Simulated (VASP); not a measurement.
Calculation: PBEsol GGA, VASP's PBE PAW potentials (set 64) (plane waves; VASP 6.6.1).

VASP ran on this input.

**INCAR**
```
ALGO=Normal
EDIFF=1E-7
ENCUT=530
GGA=PS
IBRION=6
ISIF=3
ISMEAR=0
LASPH=.True.
LCHARG=.False.
LMAXMIX=4
LREAL=.False.
LWAVE=.False.
NELM=100
NFREE=2
NSW=1
POTIM=0.015
PREC=Accurate
SIGMA=0.05
SYSTEM=AlInSb2
```

**POSCAR**
```
AlInSb2
1
    4.4923406530     0.0000000000     0.0000000000
    0.0000000000     4.4923406530     0.0000000000
    0.0000000000     0.0000000000     6.2971972538
Al In Sb
1 1 2
Direct
  0.0000000000   0.0000000000   0.0000000000
  0.5000000000   0.5000000000   0.5000000000
  0.0000000000   0.5000000000   0.2333799697
  0.5000000000   0.0000000000   0.7666200303
```

KPOINTS:
```
kpoints
0
gamma
5 5 3
0 0 0
```

POTCAR, in this order: Al In_d Sb (PBE.64 set). Program: vasp_std.

What VASP printed:

File OSZICAR:
```
...
DAV:   7    -0.165052544867E+02   -0.58276E-07   -0.43678E-08   404   0.162E-03
  17 F= -.16505254E+02 E0= -.16505254E+02  d E =-.306775E-13
       N       E                     dE             d eps       ncg     rms          rms(c)
DAV:   1    -0.165026599266E+02    0.25945E-02   -0.12313E+00  1006   0.624E+00    0.268E-01
DAV:   2    -0.165055074437E+02   -0.28475E-02   -0.29657E-02  1314   0.149E+00    0.904E-02
DAV:   3    -0.165055016502E+02    0.57935E-05   -0.40142E-04  1143   0.214E-01    0.796E-02
DAV:   4    -0.165054971230E+02    0.45272E-05   -0.28360E-05  1225   0.641E-02    0.485E-02
DAV:   5    -0.165054960902E+02    0.10328E-05   -0.89105E-06  1086   0.420E-02    0.108E-02
DAV:   6    -0.165054964819E+02   -0.39172E-06   -0.26168E-06  1283   0.213E-02    0.716E-03
DAV:   7    -0.165054964475E+02    0.34443E-07   -0.22468E-07   722   0.492E-03
  18 F= -.16505496E+02 E0= -.16505496E+02  d E =-.391602E-13
       N       E                     dE             d eps       ncg     rms          rms(c)
DAV:   1    -0.164976860909E+02    0.78104E-02   -0.30337E+00  1057   0.840E+00    0.361E-01
DAV:   2    -0.165055045918E+02   -0.78185E-02   -0.80451E-02  1236   0.205E+00    0.133E-01
DAV:   3    -0.165055064215E+02   -0.18297E-05   -0.91788E-04  1066   0.297E-01    0.110E-01
DAV:   4    -0.165054975793E+02    0.88422E-05   -0.78372E-05  1267   0.103E-01    0.664E-02
DAV:   5    -0.165054961025E+02    0.14768E-05   -0.11445E-05  1108   0.450E-02    0.192E-02
DAV:   6    -0.165054964822E+02   -0.37970E-06   -0.50675E-06  1123   0.350E-02    0.666E-03
DAV:   7    -0.165054964646E+02    0.17533E-07   -0.32415E-07   733   0.501E-03
  19 F= -.16505496E+02 E0= -.16505496E+02  d E =-.392680E-13
       N       E                     dE             d eps       ncg     rms          rms(c)
DAV:   1    -0.164995014333E+02    0.59950E-02   -0.24186E+00   791   0.850E+00    0.291E-01
DAV:   2    -0.165053232557E+02   -0.58218E-02   -0.60910E-02   965   0.208E+00    0.105E-01
DAV:   3    -0.165052915520E+02    0.31704E-04   -0.75438E-04   867   0.295E-01    0.851E-02
DAV:   4    -0.165052691731E+02    0.22379E-04   -0.53223E-05   907   0.908E-02    0.516E-02
DAV:   5    -0.165052562611E+02    0.12912E-04   -0.11226E-05   828   0.468E-02    0.214E-02
DAV:   6    -0.165052474374E+02    0.88237E-05   -0.89132E-06   849   0.433E-02    0.653E-03
DAV:   7    -0.165052470763E+02    0.36111E-06   -0.99639E-07   693   0.873E-03    0.285E-03
DAV:   8    -0.165052471199E+02   -0.43532E-07   -0.35854E-08   331   0.229E-03
  20 F= -.16505247E+02 E0= -.16505247E+02  d E =-.552367E-13
       N       E                     dE             d eps       ncg     rms          rms(c)
DAV:   1    -0.164959566085E+02    0.92905E-02   -0.32843E+00   731   0.822E+00    0.442E-01
DAV:   2    -0.165053029020E+02   -0.93463E-02   -0.97170E-02   925   0.219E+00    0.159E-01
DAV:   3    -0.165052726408E+02    0.30261E-04   -0.10172E-03   809   0.326E-01    0.124E-01
DAV:   4    -0.165052477917E+02    0.24849E-04   -0.14849E-04   913   0.151E-01    0.594E-02
DAV:   5    -0.165052462863E+02    0.15055E-05   -0.15823E-05   862   0.391E-02    0.187E-02
DAV:   6    -0.165052468808E+02   -0.59450E-06   -0.32305E-06   854   0.187E-02    0.540E-03
DAV:   7    -0.165052469290E+02   -0.48233E-07   -0.38121E-07   655   0.651E-03
  21 F= -.16505247E+02 E0= -.16505247E+02  d E =-.553002E-13
       N       E                     dE             d eps       ncg     rms          rms(c)
DAV:   1    -0.165022314753E+02    0.30154E-02   -0.12829E+00   869   0.648E+00    0.152E-01
DAV:   2    -0.165054226731E+02   -0.31912E-02   -0.33844E-02  1338   0.165E+00    0.668E-02
DAV:   3    -0.165053968935E+02    0.25780E-04   -0.43732E-04  1138   0.225E-01    0.428E-02
DAV:   4    -0.165053815493E+02    0.15344E-04   -0.80612E-05  1129   0.126E-01    0.144E-02
DAV:   5    -0.165053819435E+02   -0.39423E-06   -0.85104E-06  1026   0.233E-02    0.114E-02
DAV:   6    -0.165053819101E+02    0.33406E-07   -0.80936E-07  1014   0.982E-03
  22 F= -.16505382E+02 E0= -.16505382E+02  d E =-.445894E-13
       N       E                     dE             d eps       ncg     rms          rms(c)
DAV:   1    -0.165048396071E+02    0.54234E-03   -0.18216E-01   853   0.189E+00    0.150E-01
DAV:   2    -0.165054191819E+02   -0.57957E-03   -0.68649E-03  1096   0.510E-01    0.493E-02
DAV:   3    -0.165053865558E+02    0.32626E-04   -0.14377E-04   962   0.914E-02    0.233E-02
DAV:   4    -0.165053818172E+02    0.47386E-05   -0.32976E-05  1258   0.480E-02    0.711E-03
DAV:   5    -0.165053819003E+02   -0.83151E-07   -0.36334E-06   912   0.130E-02    0.227E-03
DAV:   6    -0.165053819450E+02   -0.44625E-07   -0.23537E-07  1034   0.347E-03
  23 F= -.16505382E+02 E0= -.16505382E+02  d E =-.445907E-13
       N       E                     dE             d eps       ncg     rms          rms(c)
DAV:   1    -0.165048656309E+02    0.51627E-03   -0.14141E-01   820   0.185E+00    0.830E-02
DAV:   2    -0.165053814889E+02   -0.51586E-03   -0.57507E-03  1165   0.467E-01    0.411E-02
DAV:   3    -0.165053625149E+02    0.18974E-04   -0.10672E-04   928   0.697E-02    0.208E-02
DAV:   4    -0.165053585983E+02    0.39166E-05   -0.23154E-05  1171   0.336E-02    0.463E-03
DAV:   5    -0.165053588380E+02   -0.23970E-06   -0.27373E-06   903   0.104E-02    0.157E-03
DAV:   6    -0.165053589221E+02   -0.84105E-07   -0.41620E-07  1137   0.391E-03
  24 F= -.16505359E+02 E0= -.16505359E+02  d E =-.459279E-13
       N       E                     dE             d eps       ncg     rms          rms(c)
DAV:   1    -0.165048502935E+02    0.50854E-03   -0.19965E-01   831   0.195E+00    0.119E-01
DAV:   2    -0.165054209773E+02   -0.57068E-03   -0.72460E-03  1116   0.444E-01    0.555E-02
DAV:   3    -0.165053652374E+02    0.55740E-04   -0.21305E-04   983   0.888E-02    0.240E-02
DAV:   4    -0.165053591068E+02    0.61307E-05   -0.35476E-05  1100   0.343E-02    0.636E-03
DAV:   5    -0.165053588950E+02    0.21180E-06   -0.31601E-06   916   0.105E-02    0.188E-03
DAV:   6    -0.165053589175E+02   -0.22517E-07   -0.29139E-07  1103   0.357E-03
  25 F= -.16505359E+02 E0= -.16505359E+02  d E =-.457829E-13
       N       E                     dE             d eps       ncg     rms          rms(c)
DAV:   1    -0.165050059393E+02    0.35296E-03   -0.14365E-01   622   0.187E+00    0.102E-01
DAV:   2    -0.165055279277E+02   -0.52199E-03   -0.60034E-03   878   0.447E-01    0.380E-02
DAV:   3    -0.165054995911E+02    0.28337E-04   -0.11157E-04   719   0.708E-02    0.217E-02
DAV:   4    -0.165054834792E+02    0.16112E-04   -0.23014E-05   852   0.318E-02    0.597E-03
DAV:   5    -0.165054790937E+02    0.43855E-05   -0.35080E-06   694   0.126E-02    0.249E-03
DAV:   6    -0.165054779575E+02    0.11362E-05   -0.63836E-07   853   0.480E-03    0.117E-03
DAV:   7    -0.165054773770E+02    0.58047E-06   -0.98591E-08   435   0.228E-03    0.293E-04
DAV:   8    -0.165054772755E+02    0.10146E-06   -0.29088E-08   343   0.175E-03    0.181E-04
DAV:   9    -0.165054772335E+02    0.42009E-07   -0.88667E-09   339   0.103E-03
  26 F= -.16505477E+02 E0= -.16505477E+02  d E =-.687515E-13
       N       E                     dE             d eps       ncg     rms          rms(c)
DAV:   1    -0.165043085858E+02    0.11687E-02   -0.24160E-01   626   0.242E+00    0.167E-01
DAV:   2    -0.165051578325E+02   -0.84925E-03   -0.99851E-03   815   0.585E-01    0.525E-02
DAV:   3    -0.165051181659E+02    0.39667E-04   -0.23099E-04   742   0.104E-01    0.301E-02
DAV:   4    -0.165051117472E+02    0.64187E-05   -0.38660E-05   785   0.430E-02    0.104E-02
DAV:   5    -0.165051113426E+02    0.40452E-06   -0.37542E-06   749   0.171E-02    0.361E-03
DAV:   6    -0.165051113067E+02    0.35986E-07   -0.40645E-07   774   0.470E-03
  27 F= -.16505111E+02 E0= -.16505111E+02  d E =-.945931E-13
```

File OUTCAR:
```
------------------------ aborting loop because EDIFF is reached ----------------------------------------
  FORCE on cell =-STRESS in cart. coord.  units (eV):
  Direction    XX          YY          ZZ          XY          YZ          ZX
  --------------------------------------------------------------------------------------
  Total       -0.0645041      0.1651301      0.0195662      0.0000000      0.0000000      0.0000000
  in kB       -0.8132152      2.0818246      0.2466745      0.0000000      0.0000000      0.0000000
  external PRESSURE =       0.5050946 kB  Pullay stress =       0.0000000 kB
  volume of cell :      127.08
      direct lattice vectors                 reciprocal lattice vectors
     4.492340653  0.000000000  0.000000000     0.222601106  0.000000000  0.000000000
     0.000000000  4.492340653  0.000000000     0.000000000  0.222601106  0.000000000
     0.000000000  0.000000000  6.297197254     0.000000000  0.000000000  0.158800806
 POSITION                                       TOTAL-FORCE (eV/Angst)
 -----------------------------------------------------------------------------------
      0.00000      0.00000      0.00000         0.000000      0.000000     -0.054057
      2.24617      2.24617      3.14860         0.000000      0.000000     -0.053874
      0.00000      2.24617      1.45464         0.000000      0.000000      0.135745
      2.24617      0.00000      4.82756         0.000000      0.000000     -0.027815
 -----------------------------------------------------------------------------------
    total drift:                                0.000000     -0.000003     -0.000050
  FREE ENERGIE OF THE ION-ELECTRON SYSTEM (eV)
  ---------------------------------------------------
  free  energy   TOTEN  =       -16.5051113067 eV

  energy  without entropy=      -16.5051113067  energy(sigma->0) =      -16.50511131

   1 f  =    9.214215 THz    57.894619 2PiTHz  307.353120 cm-1    38.106913 meV
             X         Y         Z           dx          dy          dz
      0.000000  0.000000  0.000000     0.000000    0.000000    0.956790
      2.246170  2.246170  3.148599     0.000000    0.000000   -0.045543
      0.000000  2.246170  1.469640    -0.000000   -0.000000   -0.203074
      2.246170  0.000000  4.827558    -0.000000   -0.000000   -0.203074

   2 f  =    8.901015 THz    55.926728 2PiTHz  296.905910 cm-1    36.811625 meV
             X         Y         Z           dx          dy          dz
      0.000000  0.000000  0.000000     0.619453    0.656837   -0.000000
      2.246170  2.246170  3.148599     0.032026    0.033959   -0.000000
      0.000000  2.246170  1.469640    -0.031190   -0.309167    0.000000
      2.246170  0.000000  4.827558    -0.291571   -0.033072    0.000000

   3 f  =    8.901015 THz    55.926728 2PiTHz  296.905910 cm-1    36.811625 meV
             X         Y         Z           dx          dy          dz
      0.000000  0.000000  0.000000    -0.656837    0.619453   -0.000000
      2.246170  2.246170  3.148599    -0.033959    0.032026    0.000000
      0.000000  2.246170  1.469640     0.033072   -0.291571   -0.000000
      2.246170  0.000000  4.827558     0.309167   -0.031190    0.000000

   4 f  =    5.274241 THz    33.139031 2PiTHz  175.929727 cm-1    21.812496 meV
             X         Y         Z           dx          dy          dz
      0.000000  0.000000  0.000000    -0.034359   -0.011615   -0.000000
      2.246170  2.246170  3.148599     0.649376    0.219522    0.000000
      0.000000  2.246170  1.469640    -0.685158    0.024212   -0.000000
      2.246170  0.000000  4.827558     0.071622   -0.231618    0.000000

   5 f  =    5.274241 THz    33.139031 2PiTHz  175.929727 cm-1    21.812496 meV
             X         Y         Z           dx          dy          dz
      0.000000  0.000000  0.000000     0.011615   -0.034359   -0.000000
      2.246170  2.246170  3.148599    -0.219522    0.649376    0.000000
      0.000000  2.246170  1.469640     0.231618    0.071622    0.000000
      2.246170  0.000000  4.827558    -0.024212   -0.685158    0.000000

   6 f  =    5.117727 THz    32.155625 2PiTHz  170.708988 cm-1    21.165208 meV
             X         Y         Z           dx          dy          dz
      0.000000  0.000000  0.000000    -0.000000   -0.000000    0.120523
      2.246170  2.246170  3.148599     0.000000    0.000000   -0.836712
      0.000000  2.246170  1.469640    -0.000000    0.000000    0.377748
      2.246170  0.000000  4.827558     0.000000   -0.000000    0.377748

   7 f  =    4.327993 THz    27.193580 2PiTHz  144.366294 cm-1    17.899131 meV
             X         Y         Z           dx          dy          dz
      0.000000  0.000000  0.000000    -0.000000    0.000000   -0.000000
      2.246170  2.246170  3.148599     0.000000   -0.000000    0.000000
      0.000000  2.246170  1.469640    -0.000000   -0.000000   -0.707107
      2.246170  0.000000  4.827558    -0.000000    0.000000    0.707107

   8 f  =    1.377612 THz     8.655789 2PiTHz   45.952175 cm-1     5.697341 meV
             X         Y         Z           dx          dy          dz
      0.000000  0.000000  0.000000    -0.325024    0.082663   -0.000000
      2.246170  2.246170  3.148599     0.468085   -0.119048   -0.000000
      0.000000  2.246170  1.469640     0.388783    0.173121    0.000000
      2.246170  0.000000  4.827558    -0.680698   -0.098879   -0.000000

   9 f  =    1.377612 THz     8.655789 2PiTHz   45.952175 cm-1     5.697341 meV
             X         Y         Z           dx          dy          dz
      0.000000  0.000000  0.000000     0.082663    0.325024    0.000000
      2.246170  2.246170  3.148599    -0.119048   -0.468085    0.000000
      0.000000  2.246170  1.469640    -0.098879    0.680698    0.000000
      2.246170  0.000000  4.827558     0.173121   -0.388783    0.000000

  10 f/i=    0.000936 THz     0.005879 2PiTHz    0.031213 cm-1     0.003870 meV
             X         Y         Z           dx          dy          dz
      0.000000  0.000000  0.000000    -0.000000    0.000000   -0.264625
      2.246170  2.246170  3.148599    -0.000000    0.000000   -0.545746
      0.000000  2.246170  1.469640    -0.000000    0.000000   -0.562199
      2.246170  0.000000  4.827558    -0.000000    0.000000   -0.562199

  11 f/i=    0.008229 THz     0.051707 2PiTHz    0.274502 cm-1     0.034034 meV
             X         Y         Z           dx          dy          dz
      0.000000  0.000000  0.000000    -0.232639   -0.130130   -0.000000
      2.246170  2.246170  3.148599    -0.473751   -0.265001   -0.000000
      0.000000  2.246170  1.469640    -0.488981   -0.276315   -0.000000
      2.246170  0.000000  4.827558    -0.493978   -0.273520   -0.000000

  12 f/i=    0.008229 THz     0.051707 2PiTHz    0.274502 cm-1     0.034034 meV
             X         Y         Z           dx          dy          dz
      0.000000  0.000000  0.000000    -0.130130    0.232639    0.000000
      2.246170  2.246170  3.148599    -0.265001    0.473751    0.000000
      0.000000  2.246170  1.469640    -0.273520    0.493978    0.000000
      2.246170  0.000000  4.827558    -0.276315    0.488981    0.000000

...
```
(Selected blocks of OUTCAR.)

The structure comes from a computed database's AlInSb2 entry (P-4m2); how it stands against other phases isn't given here. It was relaxed first.
